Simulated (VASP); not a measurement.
These are LDA (Ceperley-Alder, Perdew-Zunger), VASP's LDA PAW potentials (set 64) (plane waves; VASP 6.6.1) values and carry that method's errors.

Input for VASP

File KPOINTS:
```
Automatic mesh
0
Gamma
11 11 6
0 0 0
```

### POSCAR
```
ZnO
1
    1.5975422627    -2.7670247819     0.0000000000
    1.5975422627     2.7670247819     0.0000000000
    0.0000000000     0.0000000000     5.1635731517
Zn O
2 2
Direct
  0.6666670000   0.3333330000   0.5017674771
  0.3333330000   0.6666670000   0.0017674771
  0.6666670000   0.3333330000   0.8802325229
  0.3333330000   0.6666670000   0.3802325229
```

INCAR:
```
! general
SYSTEM   =  ZnO
PREC     =  Accurate
ENCUT    =  520
LREAL    =  .FALSE.
LASPH    =  .TRUE.

! electronic loop
EDIFF    =  1E-7
NELM     =  100
ALGO     =  Normal
LMAXMIX  =  4

! smearing
ISMEAR   =  -5

! ions
ISIF     =  2

! output
LWAVE    =  .FALSE.
LCHARG   =  .TRUE.
LORBIT   =  11
NEDOS    =  601
```

POTCAR, in this order: Zn O (LDA.64 set). Program: vasp_std.

Output

**OSZICAR**
```
       N       E                     dE             d eps       ncg     rms          rms(c)
DAV:   1     0.281340115165E+03    0.28134E+03   -0.19092E+04  2856   0.243E+03
DAV:   2     0.556138673702E+01   -0.27578E+03   -0.26625E+03  2984   0.441E+02
DAV:   3    -0.236737327079E+02   -0.29235E+02   -0.29024E+02  3326   0.154E+02
DAV:   4    -0.242288983556E+02   -0.55517E+00   -0.55463E+00  3092   0.224E+01
DAV:   5    -0.242331509890E+02   -0.42526E-02   -0.42524E-02  3284   0.191E+00    0.159E+01
DAV:   6    -0.210952560927E+02    0.31379E+01   -0.10952E+01  4910   0.717E+01    0.102E+01
DAV:   7    -0.212191726902E+02   -0.12392E+00   -0.24363E+00  2944   0.189E+01    0.593E+00
DAV:   8    -0.212181459131E+02    0.10268E-02   -0.83268E-01  3812   0.872E+00    0.180E+00
DAV:   9    -0.211558010753E+02    0.62345E-01   -0.18479E-01  4438   0.820E+00    0.342E-01
DAV:  10    -0.211587609368E+02   -0.29599E-02   -0.49277E-02  2840   0.169E+00    0.113E-01
DAV:  11    -0.211586317028E+02    0.12923E-03   -0.11497E-03  4046   0.398E-01    0.372E-02
DAV:  12    -0.211586360288E+02   -0.43260E-05   -0.82409E-05  3926   0.132E-01    0.149E-02
DAV:  13    -0.211586355976E+02    0.43120E-06   -0.70694E-06  3042   0.313E-02    0.817E-03
DAV:  14    -0.211586350450E+02    0.55260E-06   -0.13232E-06  3206   0.115E-02    0.402E-03
DAV:  15    -0.211586347966E+02    0.24842E-06   -0.36360E-07  3060   0.877E-03    0.177E-03
DAV:  16    -0.211586347651E+02    0.31463E-07   -0.25264E-07  1862   0.388E-03
   1 F= -.21158635E+02 E0= -.21158635E+02  d E =0.000000E+00
```

### OUTCAR
```
------------------------ aborting loop because EDIFF is reached ----------------------------------------
  FORCE on cell =-STRESS in cart. coord.  units (eV):
  Direction    XX          YY          ZZ          XY          YZ          ZX
  --------------------------------------------------------------------------------------
  Total        0.0345887      0.0345887      0.0515485      0.0000000      0.0000000      0.0000000
  in kB        1.2139461      1.2139464      1.8091762      0.0000000      0.0000000      0.0000000
  external PRESSURE =       1.4123562 kB  Pullay stress =       0.0000000 kB
  volume of cell :       45.65
      direct lattice vectors                 reciprocal lattice vectors
     1.597542263 -2.767024782  0.000000000     0.312980765 -0.180699502  0.000000000
     1.597542263  2.767024782  0.000000000     0.312980765  0.180699502  0.000000000
     0.000000000  0.000000000  5.163573152     0.000000000  0.000000000  0.193664343
  FREE ENERGIE OF THE ION-ELECTRON SYSTEM (eV)
  ---------------------------------------------------
  free  energy   TOTEN  =       -21.1586347651 eV

  energy  without entropy=      -21.1586347651  energy(sigma->0) =      -21.15863477

 total charge

# of ion       s       p       d       tot
------------------------------------------
    1        0.480   0.539   9.917  10.935
    2        0.480   0.539   9.917  10.935
    3        1.536   3.459   0.000   4.995
    4        1.536   3.459   0.000   4.995
--------------------------------------------------
tot          4.031   7.995  19.834  31.860
```
(Selected blocks of OUTCAR.)

The compound is ZnO in the wurtzite structure. It was relaxed first.
